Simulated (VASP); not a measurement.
Input:

```
YN
1.0
    0.00000     2.40751     2.47991
    2.50151     0.00000     2.47991
    2.50151     2.40751     0.00000
Y N
1 1
Direct
  0.00000   0.00000   0.00000
  0.49472   0.50528   0.50528
```

The numbers are results of PBE GGA, VASP's PBE PAW potentials (set 64) (plane waves; VASP), not measurements. Settings: 520 eV cut-off, 4×4×4 Γ-centred mesh, Gaussian smearing of 0.050 eV, potentials Y_sv N.

Question: What does the run give for the energy per atom (σ→0), pressure, largest force?

Answer: 
```json
{
  "energy per atom (σ→0)": "-9.078 eV/atom",
  "pressure": "-1.05 GPa",
  "largest_force": "0.108 eV/Å"
}
```

The absolute energy has meaning only against runs of the same code, potentials and settings.

The compound is YN in the rock salt structure. The cell was not relaxed at this level, atoms are displaced from their ideal sites. The k-mesh is coarse (spacing up to 0.55 per Å, 2π included), so the numbers may not be converged in it. The run is one of a series of settings (KPOINTS 4×4×4 Γ-centred mesh against the base run), some of them coarse on purpose.
